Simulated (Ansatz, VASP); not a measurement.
## KNbAl4 in VASP and in Ansatz

```
K Al Nb
1.0
     0.00000    3.85633    3.85633
     3.85633    0.00000    3.85633
     3.85633    3.85633    0.00000
K Al Nb
1 4 1
Cartesian
  1.9282 1.9282 1.9282
  2.8860 2.8860 4.8267
  2.8860 4.8267 2.8860
  4.8267 2.8860 2.8860
  4.8267 4.8267 4.8267
  0.0000 0.0000 0.0000
```

Change from the starting cell: species swapped into the YbCdCu4 type (F-43m, No. 216).

Alike in both runs: functional PBE; k mesh 4 × 4 × 4; occupations gaussian, width 0.1 eV; no spin polarisation.

Ansatz relaxed the structure, and its values are those at the end. VASP's run is a single point on that final structure, the one shown.

```csv
,VASP,Ansatz
version,VASP 6.6.1,Ansatz 0.2.0
potentials or method,"VASP PAW PBE potentials, release 64 (K_sv, Al, Nb_sv)","scalar-relativistic, plane waves, PAW"
plane-wave cutoff (eV),520,420
valence electrons in the cell,34,34
```

```csv
,VASP,Ansatz,Ansatz less VASP
gap on the k mesh at the Fermi level (eV),none,none,-
pressure (GPa),-0.1,-0.1,-0.02
rms of the force components (eV/Å),0.005,0.006,+0.0014
```

A gap of «none» marks a metal or a gap that the smearing closes. The functional is the same, so the differences come from potentials, cutoffs and numerics.
